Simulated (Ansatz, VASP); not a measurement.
# Cross-check of BiTe between VASP and Ansatz

Aim: how closely do two programs agree when they are given the same cell, functional and k mesh? The structure shown is the end of the VASP relaxation below.

Program: Ansatz 0.2.0. Level of theory: plane waves, with VASP 6.6.1 beside it; single point at PBE. Results are calculated unless marked as measured.

## (1) Set-up

The cell holds 10 atoms: 5 Bi and 5 Te. Cell: a = 4.575 Å, b = 6.470 Å, c = 24.150 Å, α = 90.0°, β = 90.0°, γ = 90.0°. It derives from BiTe. The (1 1 0) slab of BiTe, cut from the database cell (so at first; earlier steps may have moved the atoms). Vacuum lies along c.

As a file:

```xyz
10
Lattice="4.5750 0.0000 0.0000 0.0000 6.4700 0.0000 0.0000 0.0000 24.1500" Properties=species:S:1:pos:R:3
Bi    2.2875    3.2350    7.5000
Bi    0.0000    0.0000    9.7875
Bi    2.2875    3.2350   12.1445
Bi    0.0000    0.0000   14.5386
Bi    2.2875    3.2350   16.7284
Te    2.2875    0.0000    7.5000
Te    0.0000    3.2350    9.7875
Te    2.2875    0.0000   12.0828
Te    0.0000    3.2350   14.5642
Te    2.2875    0.0000   16.5671
```

## (2) VASP: relaxation, PBE

This run makes the geometry at which the two programs are then compared.

Lines of VASP's logs that name or quote its potential files are left out, and so is its time.

INCAR

```
SYSTEM = BiTe
PREC = Normal
ENCUT = 300
EDIFF = 1E-05
NELM = 120
ISMEAR = 0
SIGMA = 0.05
LREAL = .FALSE.
ALGO = Fast
GGA = PE
NBANDS = 37
LORBIT = 11
LWAVE = .FALSE.
LCHARG = .FALSE.
KPAR = 2
IBRION = 2
NSW = 40
ISIF = 2
EDIFFG = -0.03
POTIM = 0.4
MAXMIX = 40
IDIPOL = 3
LDIPOL = .TRUE.
DIPOL = 0.5 0.5 0.5
```

POSCAR

```
BiTe
1.0
    4.5749808743      0.0000000000      0.0000000000
    0.0000000000      6.4700000000      0.0000000000
    0.0000000000      0.0000000000     24.1499617486
Bi Te
5 5
Selective dynamics
Direct
    0.5000000000      0.5000000000      0.3105595000  F F F
    0.0000000000      0.0000000000      0.4052797500  F F F
    0.5000000000      0.5000000000      0.5000000000  T T T
    0.0000000000      0.0000000000      0.5947202500  T T T
    0.5000000000      0.5000000000      0.6894405000  T T T
    0.5000000000      0.0000000000      0.3105595000  F F F
    0.0000000000      0.5000000000      0.4052797500  F F F
    0.5000000000      0.0000000000      0.5000000000  T T T
    0.0000000000      0.5000000000      0.5947202500  T T T
    0.5000000000      0.0000000000      0.6894405000  T T T
```

KPOINTS

```
Automatic mesh
0
Gamma
6 4 1
0 0 0
```

Potentials, in the order of the species: Bi and Te (PBE family, release 64).

Launch:

```console
$ mpirun -np 2 vasp_std
```

Numbers of over 12 decimals in the logs are rounded to 6 here.

What it wrote:

```text
[banner, memory and clock lines left out]
running    2 mpi-ranks, on    1 nodes
 distrk:  each k-point on    1 cores,    2 groups
 distr:  one band on    1 cores,    1 groups

 POSCAR found type information on POSCAR BiTe
 POSCAR found :  2 types and      10 ions
 LDA part: xc-table for (Slater+PW92), standard interpolation
 POSCAR, INCAR and KPOINTS ok, starting setup
 FFT: planning ... GRIDC
 FFT: planning ... GRID_SOFT
 FFT: planning ... GRID
 WAVECAR not read
 entering main loop
       N       E                     dE             d eps       ncg     rms          rms(c)
DAV:   1     0.276961773867E+03    0.27696E+03   -0.12780E+04   888   0.695E+02
DAV:   2    -0.154393855167E+00   -0.27712E+03   -0.27136E+03  1302   0.148E+02
DAV:   3    -0.328789481181E+02   -0.32725E+02   -0.32307E+02  1035   0.558E+01
DAV:   4    -0.349421740075E+02   -0.20632E+01   -0.20437E+01  1374   0.147E+01
DAV:   5    -0.349871601220E+02   -0.44986E-01   -0.44814E-01  1278   0.269E+00    0.131E+01
RMM:   6    -0.346322925674E+02    0.35487E+00   -0.69330E-01   889   0.201E+00    0.772E+00
RMM:   7    -0.346684398908E+02   -0.36147E-01   -0.42772E-01   902   0.164E+00    0.114E+00
RMM:   8    -0.346671745450E+02    0.12653E-02   -0.83089E-02   924   0.844E-01    0.126E+00
RMM:   9    -0.347298322876E+02   -0.62658E-01   -0.33887E-02   972   0.487E-01    0.186E+00
RMM:  10    -0.346401810045E+02    0.89651E-01   -0.11457E-02   900   0.309E-01    0.260E-01
RMM:  11    -0.346404852471E+02   -0.30424E-03   -0.30525E-03  1035   0.164E-01    0.211E-01
RMM:  12    -0.346402165598E+02    0.26869E-03   -0.84711E-04   959   0.800E-02    0.639E-02
RMM:  13    -0.346403120995E+02   -0.95540E-04   -0.29727E-04   918   0.436E-02    0.100E-01
RMM:  14    -0.346404787618E+02   -0.16666E-03   -0.16707E-04   866   0.386E-02    0.177E-01
RMM:  15    -0.346402907888E+02    0.18797E-03   -0.34132E-05   663   0.191E-02    0.710E-02
RMM:  16    -0.346402836441E+02    0.71447E-05   -0.21315E-05   612   0.135E-02
   1 F= -.34640284E+02 E0= -.34634567E+02  d E =-.346403E+02
[... from here on, the cycles between the ionic steps are left out ...]
   2 F= -.34690569E+02 E0= -.34685100E+02  d E =-.502855E-01
   3 F= -.34769037E+02 E0= -.34763518E+02  d E =-.128753E+00
   4 F= -.34772552E+02 E0= -.34767063E+02  d E =-.132268E+00
   5 F= -.34772689E+02 E0= -.34767206E+02  d E =-.132406E+00
   6 F= -.34774082E+02 E0= -.34768617E+02  d E =-.139292E-02
   7 F= -.34776347E+02 E0= -.34770904E+02  d E =-.365770E-02
   8 F= -.34776444E+02 E0= -.34770990E+02  d E =-.375506E-02
   9 F= -.34777550E+02 E0= -.34772208E+02  d E =-.110565E-02
  10 F= -.34780135E+02 E0= -.34775111E+02  d E =-.369068E-02
  11 F= -.34782006E+02 E0= -.34777301E+02  d E =-.556117E-02
 curvature: -19.25 expect dE=-0.430E-02 dE for cont linesearch -0.425E-04
 trial: gam= 0.72259 g(F)=  0.223E-03 g(S)=  0.000E+00 ort =-0.355E-04 (trialstep = 0.816E+01)
 search vector abs. value=  0.471E-03
 bond charge predicted
       N       E                     dE             d eps       ncg     rms          rms(c)
DAV:   1    -0.347807668804E+02    0.12339E-02   -0.37294E-01   948   0.210E+00    0.217E-01
RMM:   2    -0.347828525208E+02   -0.20856E-02   -0.24500E-02   888   0.541E-01    0.262E-01
RMM:   3    -0.347836503355E+02   -0.79781E-03   -0.34424E-03   898   0.224E-01    0.338E-01
RMM:   4    -0.347837106271E+02   -0.60292E-04   -0.77666E-04  1006   0.103E-01    0.343E-01
RMM:   5    -0.347836787432E+02    0.31884E-04   -0.14320E-04   915   0.442E-02    0.319E-01
RMM:   6    -0.347837493229E+02   -0.70580E-04   -0.31738E-05   634   0.205E-02    0.324E-01
RMM:   7    -0.347837815673E+02   -0.32244E-04   -0.10449E-05   554   0.127E-02    0.328E-01
RMM:   8    -0.347841125513E+02   -0.33098E-03   -0.32473E-04  1087   0.499E-02    0.403E-01
RMM:   9    -0.347851524814E+02   -0.10399E-02   -0.66726E-04  1274   0.652E-02    0.608E-01
RMM:  10    -0.347844032116E+02    0.74927E-03   -0.16113E-04   898   0.326E-02    0.520E-01
RMM:  11    -0.347833405498E+02    0.10627E-02   -0.58746E-04  1164   0.669E-02    0.407E-01
RMM:  12    -0.347828347276E+02    0.50582E-03   -0.41365E-04  1091   0.553E-02    0.334E-01
RMM:  13    -0.347825979239E+02    0.23680E-03   -0.48447E-04  1154   0.556E-02    0.168E-01
RMM:  14    -0.347825351156E+02    0.62808E-04   -0.18153E-04   922   0.332E-02    0.110E-01
RMM:  15    -0.347825197929E+02    0.15323E-04   -0.31934E-05   628   0.180E-02    0.669E-02
RMM:  16    -0.347825204702E+02   -0.67733E-06   -0.15409E-05   566   0.136E-02
  12 F= -.34782520E+02 E0= -.34777851E+02  d E =-.514912E-03
 trial-energy change:   -0.000515  1 .order   -0.000648   -0.001614    0.000318
 step:   6.2010(harm=  6.8146)  dis= 0.01642  next Energy=   -34.782560 (dE=-0.555E-03)
 reached required accuracy - stopping structural energy minimisation
```

OUTCAR, selected parts (step 2):

```text
ion  position               nearest neighbor table
   1  0.500  0.500  0.311-   7 3.23   7 3.23   6 3.23   6 3.23
   2  0.000  0.000  0.405-   6 3.23   8 3.23   6 3.23   8 3.23   7 3.23   7 3.23
   3  0.500  0.500  0.500-   7 3.23   9 3.23   7 3.23   9 3.23   8 3.23   8 3.23
   4  0.000  0.000  0.595-   8 3.23  10 3.23   8 3.23  10 3.23   9 3.23   9 3.23
   5  0.500  0.500  0.689-   9 3.23   9 3.23  10 3.23  10 3.23
   6  0.500  0.000  0.311-   2 3.23   2 3.23   1 3.23   1 3.23
   7  0.000  0.500  0.405-   1 3.23   3 3.23   1 3.23   3 3.23   2 3.23   2 3.23
   8  0.500  0.000  0.500-   2 3.23   4 3.23   2 3.23   4 3.23   3 3.23   3 3.23
   9  0.000  0.500  0.595-   3 3.23   5 3.23   3 3.23   5 3.23   4 3.23   4 3.23
  10  0.500  0.000  0.689-   4 3.23   4 3.23   5 3.23   5 3.23

  LATTYP: Found a simple orthorhombic cell.
 ALAT       =     4.5749808743
 B/A-ratio  =     1.4142135624
 C/A-ratio  =     5.2787022311

 Subroutine GETGRP returns: Found  8 space group operations
 (whereof  8 operations were pure point group operations)

The static configuration has the point symmetry D_2h.

 Found     12 irreducible k-points:

   k-points           NKPTS =     12   k-points in BZ     NKDIM =     12   number of bands    NBANDS=     37

   dimension x,y,z NGX =    20 NGY =   28 NGZ =  108
   dimension x,y,z NGXF=    40 NGYF=   56 NGZF=  216

   ENCUT  =  300.0 eV  22.05 Ry    4.70 a.u.   6.46  9.14 34.11*2*pi/ulx,y,z

   NELECT =      55.0000    total number of electrons

 k-points in reciprocal lattice and weights: Automatic mesh
   0.00000000  0.00000000  0.00000000       0.042
   0.16666667  0.00000000  0.00000000       0.083
   0.33333333  0.00000000  0.00000000       0.083
   0.50000000  0.00000000  0.00000000       0.042
   0.00000000  0.25000000  0.00000000       0.083
   0.16666667  0.25000000  0.00000000       0.167
   0.33333333  0.25000000  0.00000000       0.167
   0.50000000  0.25000000  0.00000000       0.083
   0.00000000  0.50000000  0.00000000       0.042
   0.16666667  0.50000000  0.00000000       0.083
   0.33333333  0.50000000  0.00000000       0.083
   0.50000000  0.50000000  0.00000000       0.042

 dipolmoment           0.000000      0.000000     -0.026144 electrons x Angstroem

 average (electrostatic) potential at core
       1 -66.8124       2 -67.1627       3 -66.6376       4 -67.1992       5 -66.7695
       6 -93.8018       7 -94.4788       8 -94.0642       9 -94.5190      10 -94.0996

 E-fermi :   0.6238

 k-point     1 :       0.0000    0.0000    0.0000
  band No.  band energies     occupation
    ...
     22      -1.3841      2.00000
     23      -1.2413      2.00000
     24      -0.9170      2.00000
     25      -0.8559      2.00000
     26       0.2691      2.00000
     27       0.6860      0.07833
     28       0.8916      0.00000
     29       1.0556      0.00000
     30       1.6143      0.00000
     31       1.8426      0.00000
    ...

 k-point     2 :       0.1667    0.0000    0.0000
  band No.  band energies     occupation
    ...
     22      -1.3140      2.00000
     23      -1.1900      2.00000
     24      -1.0441      2.00000
     25      -0.9711      2.00000
     26       0.5322      1.99040
     27       0.7546      0.00022
     28       0.9550      0.00000
     29       1.1141      0.00000
     30       1.8639      0.00000
     31       2.1605      0.00000
    ...

 k-point     3 :       0.3333    0.0000    0.0000
  band No.  band energies     occupation
    ...
     22      -1.6296      2.00000
     23      -1.4351      2.00000
     24      -1.3788      2.00000
     25      -1.1412      2.00000
     26       0.5413      1.98034
     27       0.7504      0.00034
     28       0.9638      0.00000
     29       1.2283      0.00000
     30       2.4807      0.00000
     31       2.6076      0.00000
    ...

  Total       -4.8452844      0.5469273     -2.0694067      0.0000000      0.0000000      0.0000000
  in kB      -10.8597505      1.2258297     -4.6381675      0.0000000      0.0000000      0.0000000
  external PRESSURE =      -4.7573628 kB  Pullay stress =       0.0000000 kB

  energy-cutoff  :      300.00
  volume of cell :      714.84
      direct lattice vectors                 reciprocal lattice vectors
     4.574980874  0.000000000  0.000000000     0.218580149  0.000000000  0.000000000
     0.000000000  6.470000000  0.000000000     0.000000000  0.154559505  0.000000000
     0.000000000  0.000000000 24.149961749     0.000000000  0.000000000  0.041407933

 POSITION                                       TOTAL-FORCE (eV/Angst)
 -----------------------------------------------------------------------------------
      2.28749      3.23500      7.50000         0.000000      0.000000      0.310450
      0.00000      0.00000      9.78749         0.000000      0.000000     -0.623882
      2.28749      3.23500     12.14445         0.000000      0.000000     -0.007569
      0.00000      0.00000     14.53861         0.000000      0.000000     -0.014007
      2.28749      3.23500     16.72841         0.000000      0.000000      0.005006
      2.28749      0.00000      7.50000         0.000000      0.000000      0.601508
      0.00000      3.23500      9.78749         0.000000      0.000000     -0.273834
      2.28749      0.00000     12.08284         0.000000      0.000000     -0.005583
      0.00000      3.23500     14.56423         0.000000      0.000000     -0.012880
      2.28749      0.00000     16.56705         0.000000      0.000000      0.020791
 -----------------------------------------------------------------------------------
    total drift:                                0.000000     -0.000000     -0.000670

  FREE ENERGIE OF THE ION-ELECTRON SYSTEM (eV)
  ---------------------------------------------------
  free  energy   TOTEN  =       -34.7825204702 eV

  energy  without entropy=      -34.7731816740  energy(sigma->0) =      -34.77785107

 reached required accuracy - stopping structural energy minimisation

 vacuum level on the upper side and lower side of the slab         4.764         4.921

 total charge
# of ion       s       p       d       tot
------------------------------------------
    1        1.764   1.663   0.054   3.482
    2        1.791   1.589   0.096   3.477
    3        1.766   1.724   0.070   3.560
    4        1.791   1.640   0.102   3.533
    5        1.762   1.717   0.059   3.537
    6        1.395   1.905   0.017   3.317
    7        1.425   1.823   0.041   3.289
    8        1.400   1.917   0.027   3.344
    9        1.425   1.833   0.042   3.300
   10        1.401   1.916   0.024   3.342
--------------------------------------------------
tot         15.920  17.728   0.531  34.180

[... 3 further parts left out ...]
```

CONTCAR:

```
BiTe
   1.00000000000000
     4.5749808743000004    0.0000000000000000    0.0000000000000000
     0.0000000000000000    6.4699999999999998    0.0000000000000000
     0.0000000000000000    0.0000000000000000   24.1499617485999991
  Bi              Te
     5     5
Selective dynamics
Direct
     0.5000000000000000    0.5000000000000000    0.3105594999999965   F   F   F
     0.0000000000000000    0.0000000000000000    0.4052797499999983   F   F   F
     0.5000000000000000    0.5000000000000000    0.5028766435122198   T   T   T
     0.0000000000000000    0.0000000000000000    0.6020138307196597   T   T   T
     0.5000000000000000    0.5000000000000000    0.6926889584129665   T   T   T
     0.5000000000000000    0.0000000000000000    0.3105594999999965   F   F   F
     0.0000000000000000    0.5000000000000000    0.4052797499999983   F   F   F
     0.5000000000000000    0.0000000000000000    0.5003253019864218   T   T   T
     0.0000000000000000    0.5000000000000000    0.6030748545574819   T   T   T
     0.5000000000000000    0.0000000000000000    0.6860073856614838   T   T   T
```

The data set Bi keeps the semicore shell frozen, which is cheaper and a little less accurate. The run keeps the 4 symmetry operations of its start, so it cannot find a distortion of lower symmetry.

(Part 1 of 2 ends here.)

[Lines on the potential files, build, host, timing and source positions are cut from VASP's logs without a mark.]

[Logs are printed without paths, hosts, clocks, repeated set-up lines and the standing remarks that a program may print on its own settings, such as how far it seeks lower states.]

[Hosts, paths, dates, database ids (printed as entryN), source tags and the programs' standing remarks are cut or masked in the printed files.]
